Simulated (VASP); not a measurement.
Input:

```yaml
crystal:
  lattice:
    - [0.00000, 1.74356, 1.74356]
    - [1.74356, 0.00000, 1.74356]
    - [1.74356, 1.74356, 0.00000]
  atoms:
    - { symbol: C, position: [0.00000, 0.00000, 0.00000] }
    - { symbol: C, position: [0.25000, 0.25000, 0.25000] }
```

Calculation: LDA (Ceperley-Alder, Perdew-Zunger), VASP's LDA PAW potentials (set 64) (plane waves; VASP). Numerical set-up: 620 eV cut-off, 13×13×13 Γ-centred mesh, Gaussian smearing of 0.050 eV, potentials C.

Question: What does the run give for the energy per atom (σ→0), pressure?

Answer: 
| Property | Value |
|---|---|
| energy per atom (σ→0) | -10.113 eV/atom |
| pressure | 19.95 GPa |

Total energies compare only between runs with the same potentials, cut-off and functional.

The compound is C in the diamond structure. It was relaxed first under an external pressure of 20 GPa.
